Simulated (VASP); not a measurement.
# Sn12O23F (a cell with a defect) (Cassiterite) in VASP: notebook, part 2 of 2

VASP 6.6.1. The steps go on from the part before.

## 4. Single point, PBE

This run's cell holds other atoms than the first one's.

Input file INCAR:

```
SYSTEM = Sn11GeO24
  PREC = Accurate
  ENCUT = 520
  EDIFF = 1E-6
  ISMEAR = -1
  SIGMA = 0.01
  LREAL = Auto
  LASPH = .TRUE.
  NELM = 80
  ALGO = Fast
  ISIF = 2
  LWAVE = .FALSE.
  LCHARG = .TRUE.
  GGA = PE
  LELF = .TRUE.
  LVHAR = .TRUE.
  NBANDS = 180
```

Input file KPOINTS:

```
Automatic mesh
0
G
  3 3 2
  0 0 0
```

Input file POSCAR:

```
Sn11GeO24
1.0
    4.7380000000      4.7380000000      0.0000000000
   -4.7380000000      4.7380000000      0.0000000000
    0.0000000000      0.0000000000      9.5595000000
Ge Sn O
1 11 24
Direct
    0.0000000000      0.0000000000      0.0000000000
    0.0000000000      0.0000000000      0.3283713845
    0.0000000000      0.0000000000      0.6716286155
    0.5000000000      0.5000000000      0.0000000000
    0.5000000000      0.5000000000      0.3326967662
    0.5000000000      0.5000000000      0.6673032338
    0.5000000000      0.0000000000      0.1639871354
    0.5000000000      0.0000000000      0.5000000000
    0.5000000000      0.0000000000      0.8360128646
    0.0000000000      0.5000000000      0.1636609328
    0.0000000000      0.5000000000      0.5000000000
    0.0000000000      0.5000000000      0.8363390672
    0.2949920401      0.0000000000      0.0000000000
    0.3054881979      0.0000000000      0.3322897906
    0.3054881979      0.0000000000      0.6677102094
    0.8035881900      0.5000000000      0.0000000000
    0.8067705391      0.5000000000      0.3311829525
    0.8067705391      0.5000000000      0.6688170475
    0.5000000000      0.3052344272      0.1664059888
    0.5000000000      0.3060563507      0.5000000000
    0.5000000000      0.3052344272      0.8335940112
    0.0000000000      0.8126272030      0.1538198340
    0.0000000000      0.8063613192      0.5000000000
    0.0000000000      0.8126272030      0.8461801660
    0.7050079599      0.0000000000      0.0000000000
    0.6945118021      0.0000000000      0.3322897906
    0.6945118021      0.0000000000      0.6677102094
    0.1964118100      0.5000000000      0.0000000000
    0.1932294609      0.5000000000      0.3311829525
    0.1932294609      0.5000000000      0.6688170475
    0.5000000000      0.6947655728      0.1664059888
    0.5000000000      0.6939436493      0.5000000000
    0.5000000000      0.6947655728      0.8335940112
    0.0000000000      0.1873727970      0.1538198340
    0.0000000000      0.1936386808      0.5000000000
    0.0000000000      0.1873727970      0.8461801660
```

Potentials or basis: VASP PAW PBE potentials, release 64 (Ge_d, Sn_d, O).

Command:

```console
$ cat potpaw_PBE.64/Ge_d/POTCAR potpaw_PBE.64/Sn_d/POTCAR potpaw_PBE.64/O/POTCAR > POTCAR
$ mpirun -np 1 vasp_std > vasp.out
```

OUTCAR:

```text
SYSTEM = Sn11GeO24
   PREC = Accurate
   ENCUT = 520
   EDIFF = 1E-6
   ISMEAR = -1
   LREAL = Auto
   LASPH = .TRUE.
   NELM = 80
   ISIF = 2
   GGA = PE

 ion  position               nearest neighbor table
   1  0.000  0.000  0.000-  22 1.93  24 1.93  34 1.93  36 1.93  13 1.98  25 1.98   2 3.14   3 3.14

   2  0.000  0.000  0.328-  14 2.05  26 2.05  22 2.09  34 2.09  23 2.09  35 2.09   1 3.14   3 3.28
                             7 3.70   7 3.70  10 3.70  10 3.70   8 3.73  11 3.73  11 3.73   8 3.73
   3  0.000  0.000  0.672-  15 2.05  27 2.05  24 2.09  36 2.09  35 2.09  23 2.09   1 3.14   2 3.28
                             9 3.70   9 3.70  12 3.70  12 3.70  11 3.73  11 3.73   8 3.73   8 3.73
   4  0.500  0.500  0.000-  16 2.03  28 2.03  21 2.06  19 2.06  31 2.06  33 2.06   5 3.18   6 3.18
                            10 3.70  12 3.70  10 3.70  12 3.70   7 3.70   9 3.70   7 3.70   9 3.70
   5  0.500  0.500  0.333-  17 2.06  29 2.06  19 2.06  31 2.06  20 2.06  32 2.06   4 3.18   6 3.20
                             8 3.71  11 3.71   8 3.71  11 3.71   7 3.72   7 3.72  10 3.72  10 3.72
   6  0.500  0.500  0.667-  18 2.06  30 2.06  21 2.06  33 2.06  32 2.06  20 2.06   4 3.18   5 3.20
                             8 3.71  11 3.71   8 3.71  11 3.71   9 3.72   9 3.72  12 3.72  12 3.72
   7  0.500  0.000  0.164-  19 2.05  31 2.05  26 2.07  14 2.07  13 2.08  25 2.08   9 3.14   8 3.21
                             4 3.70   4 3.70   2 3.70   2 3.70   5 3.72   5 3.72
   8  0.500  0.000  0.500-  20 2.05  32 2.05  14 2.07  26 2.07  27 2.07  15 2.07   7 3.21   9 3.21
                             5 3.71   6 3.71   5 3.71   6 3.71   2 3.73   3 3.73   2 3.73   3 3.73
   9  0.500  0.000  0.836-  21 2.05  33 2.05  27 2.07  15 2.07  13 2.08  25 2.08   7 3.14   8 3.21
[... 29 lines left out ...]
  35  0.000  0.194  0.500-  11 2.05   3 2.09   2 2.09
  36  0.000  0.187  0.846-   1 1.93   3 2.09  12 2.10

  LATTYP: Found a simple tetragonal cell.
 ALAT       =     6.7005438585
 C/A-ratio  =     1.4266752374

  Lattice vectors:

 A1 = (   4.7380000000,   4.7380000000,   0.0000000000)
 A2 = (  -4.7380000000,   4.7380000000,   0.0000000000)
 A3 = (   0.0000000000,   0.0000000000,   9.5595000000)

Analysis of symmetry for initial positions (statically):
=====================================================================
 Subroutine PRICEL returns:
[... 206 lines left out ...]
 RMM-DIIS sequential band-by-band and
  energy-cutoff  :      520.00
  volume of cell :      429.20
 maximum number of plane-waves:     11628
 NGX is ok and might be reduce to    50

 number of electron     312.0000012 magnetization

 Free energy of the ion-electron system (eV)
  ---------------------------------------------------
  ext. energy  EPLUGINS =         0.00000000
  ---------------------------------------------------
  free energy    TOTEN  =      -223.63516913 eV

  energy without entropy =     -223.63516913  energy(sigma->0) =     -223.63516913

 E-fermi :   6.2393     XC(G=0): -11.2268

 val. band max:        5.9577964817   @ k =   0.0000   0.0000   0.0000
 cond. band min:       6.9264585361   @ k =   0.0000   0.0000   0.0000
 fundamental gap:      0.9686620544
 Fermi energy:         6.2392699859

 k-point     1 :       0.0000    0.0000    0.0000
  band No.  band energies     occupation
      1     -17.9720      2.00000
      2     -17.9670      2.00000
      3     -17.8075      2.00000
      4     -17.7989      2.00000
      5     -17.7925      2.00000
      6     -15.2270      2.00000
[... 1357 lines left out ...]
    167      12.0541      0.00000
    168      12.0648      0.00000
 [bands above 168 left out]

------------------------ aborting loop because EDIFF is reached ----------------------------------------

  FORCE on cell =-STRESS in cart. coord.  units (eV):
  Direction    XX          YY          ZZ          XY          YZ          ZX
  --------------------------------------------------------------------------------------
  -------------------------------------------------------------------------------------
  Total       18.3689914     18.3689914     20.8322028     -0.5500893      0.0000000      0.0000000
  in kB       68.5710197     68.5710197     77.7661306     -2.0534705      0.0000000      0.0000000
  external PRESSURE =      71.6360567 kB  Pullay stress =       0.0000000 kB

 VOLUME and BASIS-vectors are now :
 -----------------------------------------------------------------------------
  energy-cutoff  :      520.00
  volume of cell :      429.20
      direct lattice vectors                 reciprocal lattice vectors
     4.738000000  4.738000000  0.000000000     0.105529759  0.105529759  0.000000000
    -4.738000000  4.738000000  0.000000000    -0.105529759  0.105529759  0.000000000
     0.000000000  0.000000000  9.559500000     0.000000000  0.000000000  0.104607982

 POSITION                                       TOTAL-FORCE (eV/Angst)
 -----------------------------------------------------------------------------------
      0.00000      0.00000      0.00000        -0.000000      0.000000     -0.000000
      0.00000      0.00000      3.13907        -0.000000      0.000000      0.007078
      0.00000      0.00000      6.42043        -0.000000      0.000000     -0.007078
      0.00000      4.73800      0.00000        -0.000000      0.000000     -0.000000
      0.00000      4.73800      3.18041        -0.000000      0.000000     -0.002079
      0.00000      4.73800      6.37909        -0.000000      0.000000      0.002079
[... 28 lines left out ...]
     -0.91746      0.91746      4.77975        -0.006436      0.006436     -0.000000
     -0.88777      0.88777      8.08906        -0.002928      0.002928      0.014762
 -----------------------------------------------------------------------------------
    total drift:                               -0.000000      0.000000     -0.000000

  FREE ENERGIE OF THE ION-ELECTRON SYSTEM (eV)
  ---------------------------------------------------
  free  energy   TOTEN  =      -223.6351691256 eV

  energy  without entropy=     -223.6351691256  energy(sigma->0) =     -223.63516913
```

OSZICAR:

```text
N       E                     dE             d eps       ncg     rms          rms(c)
DAV:   1     0.659946218123E+04    0.65995E+04   -0.12417E+05  3252   0.297E+03
DAV:   2     0.152323225475E+04   -0.50762E+04   -0.48250E+04  2880   0.945E+02
DAV:   3    -0.547266450230E+02   -0.15780E+04   -0.15195E+04  3080   0.355E+02
[... 23 lines left out ...]
RMM:  27    -0.223635219061E+03   -0.28334E-04   -0.25657E-04  4452   0.433E-02    0.718E-02
RMM:  28    -0.223635172930E+03    0.46132E-04   -0.70644E-05  4017   0.305E-02    0.476E-02
RMM:  29    -0.223635172330E+03    0.59947E-06   -0.10846E-04  4232   0.275E-02    0.313E-02
RMM:  30    -0.223635169427E+03    0.29035E-05   -0.99135E-06  3536   0.111E-02    0.152E-02
RMM:  31    -0.223635169126E+03    0.30114E-06   -0.71457E-06  3271   0.596E-03
   1 F= -.22363517E+03 E0= -.22363517E+03  d E =-.193226E-13
```

Run time: 27 min. Hardware: 1 thread of Intel Xeon Platinum 8488C (Sapphire Rapids), shared host; peak memory 0.65 GiB.

Results:

```
Free energy            : -223.6352 eV
Pressure               : 7.2 GPa
Largest force          : 0.033 eV/Å
Band gap on the k mesh : 0.97 eV, direct
```

Forces in eV/Å, atoms in the order of the input:
```
Ge   0.000  0.000  0.000
Sn   0.000  0.000  0.007
Sn   0.000  0.000 -0.007
Sn   0.000  0.000  0.000
Sn   0.000  0.000 -0.002
Sn   0.000  0.000  0.002
Sn   0.000  0.000 -0.024
Sn   0.000  0.000  0.000
Sn   0.000  0.000  0.024
Sn   0.000  0.000  0.004
Sn   0.000  0.000  0.000
Sn   0.000  0.000 -0.004
O   -0.023 -0.023  0.000
O   -0.014 -0.014  0.004
O   -0.014 -0.014 -0.004
O   -0.021 -0.021  0.000
O   -0.008 -0.008  0.001
O   -0.008 -0.008 -0.001
O    0.014 -0.014  0.001
O    0.012 -0.012  0.000
O    0.014 -0.014 -0.001
O    0.003 -0.003 -0.015
O    0.006 -0.006  0.000
O    0.003 -0.003  0.015
O    0.023  0.023  0.000
O    0.014  0.014  0.004
O    0.014  0.014 -0.004
O    0.021  0.021  0.000
O    0.008  0.008  0.001
O    0.008  0.008 -0.001
O   -0.014  0.014  0.001
O   -0.012  0.012  0.000
O   -0.014  0.014 -0.001
O   -0.003  0.003 -0.015
O   -0.006  0.006  0.000
O   -0.003  0.003  0.015
```

Stress tensor (GPa, compression positive):
```
 6.86 -0.21  0.00
-0.21  6.86  0.00
 0.00  0.00  7.78
```

Caveat: spin-orbit coupling is left out, which moves the levels of the heavy elements. PBE gaps usually lie below the measured ones, often by a third to a half.
